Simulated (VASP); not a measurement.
Data:

```yaml
crystal:
  lattice:
    - [2.58263, 0.00000, 0.00000]
    - [0.00000, 2.58263, 0.00000]
    - [0.00000, 0.00000, 2.58263]
  atoms:
    - { symbol: Al, position: [0.00000, 0.00000, 0.00000] }
    - { symbol: N, position: [0.50000, 0.50000, 0.50000] }
```

Computed with r2SCAN meta-GGA, VASP's PBE PAW potentials (set 64) (plane waves; VASP). Run with 520 eV cut-off, 13×13×13 Γ-centred mesh, first-order Methfessel-Paxton smearing of 0.10 eV, potentials Al N.

Estimate the energy per atom (σ→0), band gap (on the k-mesh) with the smallest direct gap where there is one.

```
Quantity                                                     Value
------------------------  ----------------------------------------
band gap (on the k-mesh)  none (metal, semimetal or under 0.01 eV)
energy per atom (σ→0)                               -7.700 eV/atom
```

The absolute energy has meaning only against runs of the same code, potentials and settings.

The structure was generated: AlN was put into the CsCl type type (Pm-3m), which need not be its known phase. It was relaxed first, which changed the volume by +11 %. The start is the result of an earlier pass.
